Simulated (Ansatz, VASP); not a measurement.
# Cs3Bi2I9 in two plane-wave programs

Wanted: the spread between two codes on one cell, functional and k mesh. The cell is taken from a series of runs on this material, whose earlier steps may have relaxed, scaled, displaced or heated it; both programs get it as it stands.

Main program and level: Ansatz 0.2.0; plane waves, with VASP 6.6.1 beside it; single point at LDA.

## (1) Starting point

Symmetry: P6_3/mmc, No. 194, hexagonal system. Conventional cell: a = 8.404 Å, b = 8.404 Å, c = 21.183 Å, α = 90.00°, β = 90.00°, γ = 120.00°. Nearest to Cs lie 12 I at 4.20 to 4.25 Å. Cs has 12 I at 4.20 to 4.30 Å nearest. Nearest to Bi lie 6 I at 2.93 to 3.24 Å. Nearest to I lie 1 Bi at 2.93 Å and 4 Cs at 4.20 to 4.30 Å. I has 2 Bi at 3.24 Å and 4 Cs at 4.20 to 4.25 Å nearest. Farther neighbours and most contacts between anions are not listed.

## (2) Ansatz: single point, LDA

Ansatz runs on PAW files that the input asks for by source.

With cell and atoms fixed, the geometry can't cause a difference; cores, projectors, grids and the points listed under the comparison can.

input.yaml reads:

```yaml
crystal:
  lattice:
    - [8.404, 0.0, 0.0]
    - [-4.202, 7.2780774934, 0.0]
    - [0.0, 0.0, 21.183]
  atoms:
    - { symbol: Cs, position: [0.3333333333, 0.6666666667, 0.0819] }
    - { symbol: Cs, position: [0.6666666667, 0.3333333333, 0.5819] }
    - { symbol: Cs, position: [0.3333333333, 0.6666666667, 0.4181] }
    - { symbol: Cs, position: [0.6666666667, 0.3333333333, 0.9181] }
    - { symbol: Cs, position: [0.0, 0.0, 0.25] }
    - { symbol: Cs, position: [0.0, 0.0, 0.75] }
    - { symbol: Bi, position: [0.3333333333, 0.6666666667, 0.8454] }
    - { symbol: Bi, position: [0.6666666667, 0.3333333333, 0.3454] }
    - { symbol: Bi, position: [0.3333333333, 0.6666666667, 0.6546] }
    - { symbol: Bi, position: [0.6666666667, 0.3333333333, 0.1546] }
    - { symbol: I, position: [0.8369, 0.6738, 0.0805] }
    - { symbol: I, position: [0.1631, 0.8369, 0.5805] }
    - { symbol: I, position: [0.3262, 0.1631, 0.0805] }
    - { symbol: I, position: [0.1631, 0.3262, 0.5805] }
    - { symbol: I, position: [0.8369, 0.1631, 0.0805] }
    - { symbol: I, position: [0.6738, 0.8369, 0.5805] }
    - { symbol: I, position: [0.3262, 0.1631, 0.4195] }
    - { symbol: I, position: [0.1631, 0.8369, 0.9195] }
    - { symbol: I, position: [0.8369, 0.6738, 0.4195] }
    - { symbol: I, position: [0.6738, 0.8369, 0.9195] }
    - { symbol: I, position: [0.8369, 0.1631, 0.4195] }
    - { symbol: I, position: [0.1631, 0.3262, 0.9195] }
    - { symbol: I, position: [0.4929, 0.9858, 0.25] }
    - { symbol: I, position: [0.5071, 0.4929, 0.75] }
    - { symbol: I, position: [0.0142, 0.5071, 0.25] }
    - { symbol: I, position: [0.5071, 0.0142, 0.75] }
    - { symbol: I, position: [0.4929, 0.5071, 0.25] }
    - { symbol: I, position: [0.9858, 0.4929, 0.75] }
kpoints:
  mp_grid: { grid: [3, 3, 1] }
scf:
  occupations: { method: fermi_dirac, width: 0.02 }
  n_extra_bands: 18
hamiltonian:
  xc: lda
  pseudopotentials: { kind: paw, source: ansatz }
output:
  forces: true
  core_levels:
    shells: { Cs: ["3d"], Bi: ["4f"], I: ["3d"] }
    counted_from: conduction_bottom
    add_spin: false
```

Launch:

```
> ansatz run input.yaml --threads 4 --pin off --max-ram 10240MiB --backend cpu --events-out ev --progress --plain --runs-dir out
```

Numbers of over 12 decimals in the logs are rounded to 6 here.

The log of the run:

```text
scf.n_extra_bands = 18 over 226 filled bands (N_el = 452.0): the run solves 244 bands
Engine: ansatz 0.2.0, aarch64-unknown-linux-gnu
Pseudopotentials: kind: paw
Pseudopotential: Cs, paw, valence charge 9, recommended cutoff 520 eV (normal), Cs.paw.azcp
Pseudopotential: Bi, paw, valence charge 23, recommended cutoff 500 eV (normal), Bi.paw.azcp
Pseudopotential: I, paw, valence charge 17, recommended cutoff 520 eV (normal), I.paw.azcp
Functional definition: SPW92
  exchange = slater_x
  correlation = pw_c
Crystal: 28 atoms, lattice volume = 1295.657 Å³
Basis set: ecut = 520 eV, 34927 PW (Γ)
Bands: 244, of which v1, the nominal top of the filled ones, is band 226 counted from 1 (225 counted from 0)
Symmetry: 24 space group operations
Space group: P63/mmc (ITA 194), of the structure as read, at distance tolerance 1.1e-4 Å
k-points: 3 of 9
Non-local potential: Cs, projectors of the file, l = 0: 3, l = 1: 2, l = 2: 2, l = 3: 3
Non-local potential: Bi, projectors of the file, l = 0: 3, l = 1: 3, l = 2: 3, l = 3: 2
Non-local potential: I, projectors of the file, l = 0: 2, l = 1: 2, l = 2: 3, l = 3: 2
PAW form: soft (Blöchl's): semilocal exchange-correlation on the pseudo side does not see the compensation charge
PAW frozen core: Cs, regenerated for the run's functional, and the local potential with it (the file was generated under x = pbe(κ = 0.804, μ = 0.219515), c = pbe(β = 0.066725))
PAW frozen core: Bi, regenerated for the run's functional, and the local potential with it (the file was generated under x = pbe(κ = 0.804, μ = 0.219515), c = pbe(β = 0.066725))
PAW frozen core: I, regenerated for the run's functional, and the local potential with it (the file was generated under x = pbe(κ = 0.804, μ = 0.219515), c = pbe(β = 0.066725))
PAW one-centre angular grid: Cs, 194 points (default); XC on 64 Gauss nodes
PAW one-centre angular grid: Bi, 590 points (default); XC on 64 Gauss nodes
PAW one-centre angular grid: I, 590 points (default); XC on 64 Gauss nodes
Initial density: superposition of atomic densities (chi_scale 0.1, normalization cell, long waves kept (reshape's long-wave potential 0.07 eV rms))
Initial wavefunctions: pseudopotential atomic-orbital guess
Functional: x = slater, c = lda
SCF iter   1: F=—  HF=-228681.608004 eV  |F-HF|=—  |Δ(HF+E_count)|=         —  Δρ=3.15e-2  dr2=3.25e1  ethr=3.10e-3  ⟨swp⟩=15.7  Hψ=5081  notcnv=0  defer=3
preconditioner: auto → Resta (q_TF=auto, 2.289 Å⁻¹)  ε∞=3.7  [insulator: Δε(μ)=1.592 eV  Ē_g=8.530 eV  σ=0.020 eV  W_gap=1.00  n_scr=248 (ndim 8)  ℏωp=14.1 eV  f_vac=0.057  D(μ)=0.00/eV (n_scr^D=0)  ε∞_Penn≈3.7]
SCF iter   2: F=—  HF=-228671.981016 eV  |F-HF|=—  |Δ(HF+E_count)|=    9.63e0  Δρ=1.12e-2  dr2=5.42e0  ethr=3.10e-3  ⟨swp⟩=6.0  Hψ=2129  notcnv=0  defer=37
SCF iter   3: F=—  HF=-228669.735851 eV  |F-HF|=—  |Δ(HF+E_count)|=    2.25e0  Δρ=4.72e-3  dr2=1.20e0  ethr=1.20e-3  ⟨swp⟩=4.0  Hψ=1034  notcnv=0  defer=37
SCF iter   4: F=—  HF=-228669.177032 eV  |F-HF|=—  |Δ(HF+E_count)|=   5.59e-1  Δρ=2.40e-3  dr2=1.16e-1  ethr=2.65e-4  ⟨swp⟩=5.0  Hψ=1295  notcnv=0  defer=37
SCF iter   5: F=—  HF=-228669.138256 eV  |F-HF|=—  |Δ(HF+E_count)|=   3.88e-2  Δρ=1.20e-3  dr2=1.75e-2  ethr=2.56e-5  ⟨swp⟩=5.0  Hψ=1756  notcnv=0  defer=38
SCF iter   6: F=—  HF=-228669.133968 eV  |F-HF|=—  |Δ(HF+E_count)|=   4.29e-3  Δρ=3.78e-4  dr2=1.53e-3  ethr=3.87e-6  ⟨swp⟩=3.3  Hψ=1556  notcnv=0  defer=38
SCF iter   7: F=—  HF=-228669.134091 eV  |F-HF|=—  |Δ(HF+E_count)|=   1.23e-4  Δρ=1.76e-4  dr2=4.42e-4  ethr=3.38e-7  ⟨swp⟩=4.0  Hψ=1829  notcnv=0  defer=38
SCF iter   8: F=—  HF=-228669.133992 eV  |F-HF|=—  |Δ(HF+E_count)|=   9.92e-5  Δρ=2.77e-5  dr2=1.20e-5  ethr=9.79e-8  ⟨swp⟩=3.0  Hψ=1590  notcnv=0  defer=38
SCF iter   9: F=—  HF=-228669.134754 eV  |F-HF|=—  |Δ(HF+E_count)|=   7.62e-4  Δρ=9.20e-6  dr2=1.36e-6  ethr=2.65e-9  ⟨swp⟩=4.0  Hψ=1702  notcnv=0  defer=38
SCF iter  10: F=—  HF=-228669.134754 eV  |F-HF|=—  |Δ(HF+E_count)|=   3.20e-8  Δρ=3.89e-6  dr2=1.80e-7  ethr=3.01e-10  ⟨swp⟩=3.3  Hψ=1568  notcnv=0  defer=38
SCF iter  11: F=-228669.134754 eV  HF=-228669.134754 eV  |F-HF|=1.22e-9  |Δ(HF+E_count)|=   1.23e-8  Δρ=8.57e-7  dr2=1.51e-8  ethr=2.21e-11  ⟨swp⟩=23.3  Hψ=6271  notcnv=0
SCF 1 converged in 11 iterations: F = -228669.134754 eV  dr2 = 1.51e-8
  greatest PAW one-centre occupation: 1.000 electrons in one spin orbital (limit 2), on the Bi atom at site 8 (counted from 0), in its partial waves of l = 0
── core hole 1/5: 3d of Cs 0 ──
── 3d of Cs 0: 726.109 eV over the cell without the hole, in 17 iterations ──
── core hole 2/5: 3d of Cs 4 ──
── 3d of Cs 4: 726.176 eV over the cell without the hole, in 16 iterations ──
── core hole 3/5: 4f of Bi 6 ──
── 4f of Bi 6: 159.295 eV over the cell without the hole, in 28 iterations ──
── core hole 4/5: 3d of I 10 ──
── 3d of I 10: 620.015 eV over the cell without the hole, in 20 iterations ──
[...]
atom  26  I      0.00000000    -0.13942956     0.00000000
  atom  27  I      0.12074954    -0.06971478     0.00000000
  atom  28  I      0.12074954     0.06971478     0.00000000
  max |Σ_I F_I| component: 6.94e-17 eV/Å
--- Band table (eV) ---
  k-point 0: bands = [... 222 lower, 4.0123, 4.0628, 4.0628, 4.1654, 6.2715, 6.5007, 6.5799, 6.8214, ... 14 higher]
  k-point 1: bands = [... 222 lower, 3.9362, 4.0396, 4.0705, 4.2037, 6.6347, 6.6629, 6.9802, 7.1223, ... 14 higher]
  k-point 2: bands = [... 222 lower, 3.8652, 3.8652, 4.2740, 4.2740, 6.8282, 6.9460, 7.2083, 7.2083, ... 14 higher]
--- Core levels from the conduction bottom, as differences alone (as output.core_levels.counted_from types it; a hole's nearest image at 8.4 Å) ---
  the holes have no spin, as output.core_levels.add_spin types it
  atom         alike  shell      binding/eV   shift/eV difference/eV images/eV   SCF
  Cs 0             4     3d               –     +0.000       726.109         –    17
  Cs 4             2     3d               –     +0.067       726.176         –    16
  Bi 6             4     4f               –     +0.000       159.295         –    28
  I 10            12     3d               –     +0.000       620.015         –    20
  I 22             6     3d               –     +0.057       620.072         –    14
  the dataset of Cs with a 3d hole: scattering error 0.014 eV; free atom: scalar-relativistic, large components (the file's core density is near none of the free atoms compared)
  the two lines of Cs's 3d: 3d3/2 +8.338 eV and 3d5/2 -5.559 eV off its levels, 2 : 3 in strength
  the dataset of Bi with a 4f hole: scattering error 0.007 eV; free atom: Dirac core, large and small components
  the two lines of Bi's 4f: 4f5/2 +3.001 eV and 4f7/2 -2.251 eV off its levels, 3 : 4 in strength
  the dataset of I with a 3d hole: scattering error 0.003 eV; free atom: Dirac core, large and small components
  the two lines of I's 3d: 3d3/2 +6.869 eV and 3d5/2 -4.579 eV off its levels, 2 : 3 in strength
```

(Continued in part 2 of 2.)

[Lines on the potential files, build, host, timing and source positions are cut from VASP's logs without a mark.]

[Logs are printed without paths, hosts, clocks, repeated set-up lines and the standing remarks that a program may print on its own settings, such as how far it seeks lower states.]

[Hosts, paths, dates, database ids (printed as entryN), source tags and the programs' standing remarks are cut or masked in the printed files.]
